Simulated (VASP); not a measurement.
Here is the system:

```
Bi
1.0
    4.08376    -2.23404    -0.00235
    4.08376     2.23404    -0.00235
    2.86372     0.00000     3.66976
Bi
2
Cartesian
  2.59695   0.00000   0.86282
  8.43428   0.00000   2.80224
```

Computed with rev-vdW-DF2, VASP's PBE PAW potentials (set 64) (plane waves; VASP 6.6.1). Numerical set-up: 520 eV cut-off, 10×10×10 Γ-centred mesh, first-order Methfessel-Paxton smearing of 0.10 eV, potentials Bi_d.

### Question
The ions and cell shape at fixed volume are relaxed. Give the cell that the relaxation ends in.

### Answer

```
Bi
1.0
    4.02908    -2.25185    -0.03134
    4.02908     2.25185    -0.03134
    2.79932     0.00000     3.67003
Bi
2
Direct
  0.23848   0.23848   0.23848
  0.76152   0.76152   0.76152
```
Space group R-3m (166), at a tolerance of 0.03 Å.

### Question
How much energy does the relaxation gain?

### Answer
The energy (σ→0) changes by -5.4 meV/atom, in 6 ionic steps.

```
step  E(σ→0) (eV)  max force (eV/Å)  pressure (GPa)  volume (Å³)
----  -----------  ----------------  --------------  -----------
1         -1.8505             0.276            3.36        66.99
2         -1.8567             0.157            3.06        66.99
3         -1.8605             0.028            2.59        66.99
4         -1.8605             0.019            2.61        66.99
5         -1.8610             0.009            2.60        66.99
6         -1.8612             0.001            2.58        66.99
```

The compound is Bi in the a7 structure. This cell is one point of a volume scan, at 0.94 of the reference volume. Symmetry was kept, so distortions that lower it aren't found.
